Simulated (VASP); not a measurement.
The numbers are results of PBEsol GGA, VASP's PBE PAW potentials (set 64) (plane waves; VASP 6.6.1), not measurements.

Input for VASP

**INCAR**
```
! general
SYSTEM  = Ge
PREC    = Normal
ENCUT   = 400   ! plane-wave cut-off (eV)
LREAL   = F   ! projection in real space or not
LASPH   = T   ! aspherical one-centre terms

! electronic loop
EDIFF   = 1E-5   ! SCF stop (eV)
NELM    = 100   ! most electronic steps
NELMIN  = 4
ALGO    = Fast
LMAXMIX = 4   ! l cut-off of mixed one-centre charges

! smearing
ISMEAR  = 0   ! Gaussian
SIGMA   = 0.05

! functional
GGA     = PS   ! PBEsol

! ions
IBRION  = 2   ! conjugate gradients
NSW     = 20   ! most ionic steps
ISIF    = 2   ! forces and stress, cell fixed
EDIFFG  = -0.03   ! ionic stop

! output
LWAVE   = F
LCHARG  = F
```

**POSCAR**
```
Ge
1.0
  0.0000000000   2.8347194277   2.8347194277
  2.8347194277   0.0000000000   2.8347194277
  2.8347194277   2.8347194277   0.0000000000
Ge
2
direct
  0.5000000000   0.5000000000   0.5000000000
  0.7500000000   0.7500000000   0.7500000000
```

KPOINTS:
```
kpoints
0
G
  9 9 9
0 0 0
```

POTCAR, in this order: Ge_d (PBE.64 set). Program: vasp_std.

What VASP printed:

**OUTCAR**
```
 ion  position               nearest neighbor table
   1  0.500  0.500  0.500-   2 2.45   2 2.45   2 2.45   2 2.45
   2  0.750  0.750  0.750-   1 2.45   1 2.45   1 2.45   1 2.45
  LATTYP: Found a face centered cubic cell.
 ALAT       =     5.6694388554
 Subroutine PRICEL returns:
 Original cell was already a primitive cell.
 Subroutine GETGRP returns: Found 48 space group operations
The static configuration has the point symmetry T_d .
 The point group associated with its full space group is O_h .
The dynamic configuration has the point symmetry T_d .
 Subroutine INISYM returns: Found 48 space group operations
 Subroutine IBZKPT returns following result:
 Found     35 irreducible k-points:

 Following reciprocal coordinates:
            Coordinates               Weight
  0.000000  0.000000  0.000000      1.000000
  0.111111  0.000000  0.000000      8.000000
  0.222222  0.000000  0.000000      8.000000
  0.333333  0.000000  0.000000      8.000000
  0.444444  0.000000  0.000000      8.000000
  0.111111  0.111111  0.000000      6.000000
  0.222222  0.111111  0.000000     24.000000
  0.333333  0.111111  0.000000     24.000000
  0.444444  0.111111  0.000000     24.000000
 -0.444444  0.111111  0.000000     24.000000
 -0.333333  0.111111  0.000000     24.000000
 -0.222222  0.111111  0.000000     24.000000
 -0.111111  0.111111  0.000000     12.000000
  0.222222  0.222222  0.000000      6.000000
  0.333333  0.222222  0.000000     24.000000
  0.444444  0.222222  0.000000     24.000000
 -0.444444  0.222222  0.000000     24.000000
 -0.333333  0.222222  0.000000     24.000000
 -0.222222  0.222222  0.000000     12.000000
  0.333333  0.333333  0.000000      6.000000
  0.444444  0.333333  0.000000     24.000000
 -0.444444  0.333333  0.000000     24.000000
 -0.333333  0.333333  0.000000     12.000000
...
```

**OSZICAR**
```
       N       E                     dE             d eps       ncg     rms          rms(c)
DAV:   1     0.153067232827E+03    0.15307E+03   -0.13728E+04  1266   0.371E+03
DAV:   2     0.889769643486E+01   -0.14417E+03   -0.14157E+03  1270   0.487E+02
DAV:   3    -0.945933504060E+01   -0.18357E+02   -0.18241E+02  1376   0.138E+02
DAV:   4    -0.100068117644E+02   -0.54748E+00   -0.53768E+00  1432   0.280E+01
DAV:   5    -0.100169118731E+02   -0.10100E-01   -0.10098E-01  1420   0.356E+00    0.324E+00
RMM:   6    -0.991794856515E+01    0.98963E-01   -0.31362E-02  1375   0.235E+00    0.190E+00
RMM:   7    -0.986711904056E+01    0.50830E-01   -0.78944E-02  1434   0.304E+00    0.176E-01
RMM:   8    -0.986806503973E+01   -0.94600E-03   -0.61226E-03  1406   0.951E-01    0.744E-02
RMM:   9    -0.986841490127E+01   -0.34986E-03   -0.17689E-03  1593   0.438E-01    0.489E-02
RMM:  10    -0.986841877906E+01   -0.38778E-05   -0.19762E-04  1416   0.174E-01    0.756E-03
RMM:  11    -0.986842547737E+01   -0.66983E-05   -0.64790E-05  1035   0.856E-02
   1 F= -.98684255E+01 E0= -.98683702E+01  d E =-.986843E+01
```

### OUTCAR
```
------------------------ aborting loop because EDIFF is reached ----------------------------------------
  FORCE on cell =-STRESS in cart. coord.  units (eV):
  Direction    XX          YY          ZZ          XY          YZ          ZX
  --------------------------------------------------------------------------------------
  Total        0.0500908      0.0500908      0.0500908      0.0000000     -0.0000000      0.0000000
  in kB        1.7616031      1.7616031      1.7616031      0.0000000     -0.0000000      0.0000000
  external PRESSURE =       1.7616031 kB  Pullay stress =       0.0000000 kB
  volume of cell :       45.56
      direct lattice vectors                 reciprocal lattice vectors
     0.000000000  2.834719428  2.834719428    -0.176384299  0.176384299  0.176384299
     2.834719428  0.000000000  2.834719428     0.176384299 -0.176384299  0.176384299
     2.834719428  2.834719428  0.000000000     0.176384299  0.176384299 -0.176384299
 POSITION                                       TOTAL-FORCE (eV/Angst)
 -----------------------------------------------------------------------------------
      2.83472      2.83472      2.83472         0.000000      0.000000      0.000000
      4.25208      4.25208      4.25208        -0.000000     -0.000000     -0.000000
 -----------------------------------------------------------------------------------
    total drift:                               -0.000000     -0.000000      0.000000
  FREE ENERGIE OF THE ION-ELECTRON SYSTEM (eV)
  ---------------------------------------------------
  free  energy   TOTEN  =        -9.8684254774 eV

  energy  without entropy=       -9.8683150123  energy(sigma->0) =       -9.86837024

 reached required accuracy - stopping structural energy minimisation
```
(Selected blocks of OUTCAR.)

The compound is Ge in the diamond structure. It was relaxed first.
